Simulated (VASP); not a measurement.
Calculation: PBE GGA, VASP's PBE PAW potentials (set 64) (plane waves; VASP 6.6.1).

VASP ran on this input.

KPOINTS:
```
Automatic mesh
0
Gamma
1 1 1
0 0 0
```

**INCAR**
```
SYSTEM = Si
PREC = Accurate
ENCUT = 300
EDIFF = 1E-6
NELM = 100
ALGO = Normal
LREAL = .FALSE.
LASPH = .TRUE.
ISMEAR = -1
SIGMA = 0.01
GGA = PE
LWAVE = .FALSE.
LCHARG = .FALSE.
ISIF = 2
```

File POSCAR:
```
Si
1
    0.0000000000     2.7155000000     2.7155000000
    2.7155000000     0.0000000000     2.7155000000
    2.7155000000     2.7155000000     0.0000000000
Si
2
Direct
  0.0000000000   0.0000000000   0.0000000000
  0.2500000000   0.2500000000   0.2500000000
```

POTCAR, in this order: Si (PBE.64 set). Program: vasp_std.

Output of the run:

**OUTCAR**
```
 ion  position               nearest neighbor table
   1  0.000  0.000  0.000-   2 2.35   2 2.35   2 2.35   2 2.35
   2  0.250  0.250  0.250-   1 2.35   1 2.35   1 2.35   1 2.35
  LATTYP: Found a face centered cubic cell.
 ALAT       =     5.4310000000
 Subroutine PRICEL returns:
 Original cell was already a primitive cell.
 Subroutine GETGRP returns: Found 48 space group operations
The static configuration has the point symmetry T_d .
 The point group associated with its full space group is O_h .
The dynamic configuration has the point symmetry T_d .
 Subroutine INISYM returns: Found 48 space group operations
 Subroutine IBZKPT returns following result:
 Found      1 irreducible k-points:

 Following reciprocal coordinates:
            Coordinates               Weight
  0.000000  0.000000  0.000000      1.000000
   k-points           NKPTS =      1   k-points in BZ     NKDIM =      1   number of bands    NBANDS=      8
   number of dos      NEDOS =    301   number of ions     NIONS =      2
   total plane-waves  NPLWV =  13824
   dimension x,y,z NGX =    24 NGY =   24 NGZ =   24
   dimension x,y,z NGXF=    48 NGYF=   48 NGZF=   48
   ions per type =               2
   PREC   = accura    normal or accurate (medium, high low for compatibility)
...
```

**OSZICAR**
```
       N       E                     dE             d eps       ncg     rms          rms(c)
DAV:   1     0.241485459007E+02    0.24149E+02   -0.30243E+03    16   0.494E+02
DAV:   2     0.522313713498E+01   -0.18925E+02   -0.18925E+02    32   0.663E+01
DAV:   3     0.502018575562E+01   -0.20295E+00   -0.20295E+00    16   0.100E+01
DAV:   4     0.501921832255E+01   -0.96743E-03   -0.96743E-03    16   0.787E-01
DAV:   5     0.501920502259E+01   -0.13300E-04   -0.13300E-04    16   0.908E-02    0.826E+00
DAV:   6     0.580150394561E+01    0.78230E+00   -0.37510E-01    16   0.349E+00    0.515E+00
DAV:   7     0.619148347644E+01    0.38998E+00   -0.96692E-01    16   0.605E+00    0.499E-01
DAV:   8     0.618089359082E+01   -0.10590E-01   -0.97484E-03    16   0.701E-01    0.121E-01
DAV:   9     0.617880783942E+01   -0.20858E-02   -0.20563E-03    16   0.359E-01    0.105E-01
DAV:  10     0.617862584299E+01   -0.18200E-03   -0.40110E-04    16   0.139E-01    0.272E-02
DAV:  11     0.617862122738E+01   -0.46156E-05   -0.10677E-05    16   0.250E-02    0.524E-03
DAV:  12     0.617862081191E+01   -0.41547E-06   -0.20573E-07     8   0.367E-03
   1 F= 0.61786208E+01 E0= 0.61786208E+01  d E =-.169081E-12
```

OUTCAR:
```
------------------------ aborting loop because EDIFF is reached ----------------------------------------
  FORCE on cell =-STRESS in cart. coord.  units (eV):
  Direction    XX          YY          ZZ          XY          YZ          ZX
  --------------------------------------------------------------------------------------
  Total       10.6729170     10.6729170     10.6729170     -0.0000000     -0.0000000      0.0000000
  in kB      426.9866509    426.9866509    426.9866509     -0.0000000     -0.0000000      0.0000000
  external PRESSURE =     426.9866509 kB  Pullay stress =       0.0000000 kB
  volume of cell :       40.05
      direct lattice vectors                 reciprocal lattice vectors
     0.000000000  2.715500000  2.715500000    -0.184128153  0.184128153  0.184128153
     2.715500000  0.000000000  2.715500000     0.184128153 -0.184128153  0.184128153
     2.715500000  2.715500000  0.000000000     0.184128153  0.184128153 -0.184128153
 POSITION                                       TOTAL-FORCE (eV/Angst)
 -----------------------------------------------------------------------------------
      0.00000      0.00000      0.00000        -0.000000     -0.000000     -0.000000
      1.35775      1.35775      1.35775         0.000000      0.000000      0.000000
 -----------------------------------------------------------------------------------
    total drift:                               -0.000000      0.000000      0.000000
  FREE ENERGIE OF THE ION-ELECTRON SYSTEM (eV)
  ---------------------------------------------------
  free  energy   TOTEN  =         6.1786208119 eV

  energy  without entropy=        6.1786208119  energy(sigma->0) =        6.17862081
```
(Selected blocks of OUTCAR.)

The structure is a typed Si crystal (Fd-3m). The cell was not relaxed at this level. The k-mesh is coarse (spacing up to 2.00 per Å, 2π included), so the numbers may not be converged in it. The run is one of a series of settings (KPOINTS 1×1×1 Γ-centred mesh against the base run), some of them coarse on purpose.
